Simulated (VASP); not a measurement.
**PtF2: single point with LDA+U**

PtF2:

```
Pt F
1.0
     0.00000    2.55255    2.55255
     2.55255    0.00000    2.55255
     2.55255    2.55255    0.00000
Pt F
1 2
Direct
  0.00000 0.00000 0.00000
  0.25000 0.25000 0.25000
  0.75000 0.75000 0.75000
```

The cell comes from a database or a generator and needn't be the stable form of this composition.

```json
{
 "Program": "VASP 6.6.1",
 "Task": "single point",
 "Functional": "LDA",
 "Potentials or basis": "VASP PAW LDA potentials, release 64 (Pt, F)",
 "Cutoff": "520 eV",
 "k mesh": "6 × 6 × 6",
 "Occupations": "gaussian, width 0.05 eV",
 "Spin": "collinear spin, ferromagnetic start",
 "Starting moments": "[0.5, 0.0, 0.0] μB",
 "Hubbard terms": "Pt d U = 4 eV",
 "Further INCAR settings": "ALGO = Normal; EDIFF = 1e-06; NBANDS = 23"
}
```

* Pressure: 18.3 GPa
* Band gap on the k mesh: none (metal or under the smearing width)
* Net moment: 2.00 μB per cell
* Site moments: Pt +1.58; F +0.22 μB
* Valence electrons inside the program's atomic spheres: Pt 9.04; F 6.03

Levels at points of the mesh, in eV from the Fermi level:
Spin up:
```tsv
k point	band 11	band 12	band 13	band 14	band 15	band 16
(0.00, 0.00, 0.00)	-0.81	-0.81	-0.81	0.00	10.96	10.96
(0.50, 0.00, 0.00)	-3.85	-1.18	-1.18	4.85	6.06	13.84
(0.50, 0.50, 0.00)	-3.73	-1.94	-1.94	5.96	7.90	9.66
```
Spin down:
```
           k point  band 8  band 9  band 10  band 11  band 12  band 13  band 14  band 15
(0.00, 0.00, 0.00)   -5.10   -3.66    -3.66     0.33     1.52     1.52     1.52    11.14
(0.50, 0.00, 0.00)   -6.10   -3.18    -3.18    -0.88     0.97     0.97     5.35     6.24
(0.50, 0.50, 0.00)   -4.60   -3.12    -3.12    -1.04     0.36     0.36     6.49     8.13
```

Eigenvalues of the final occupation matrices:
```csv
site,spin,trace,eigenvalues
site 1 d,1,4.96,0.96 0.96 1.01 1.01 1.01
site 1 d,2,3.38,0.49 0.49 0.49 0.95 0.95
```

Wall time 28 s on 1 thread of AMD EPYC 7R43 64-Core Processor (Zen 3), on a shared host, peak memory 0.12 GiB.

The run has no spin-orbit coupling, so splittings on Pt are missing. The state reached can hang on the start; a lower one may exist.
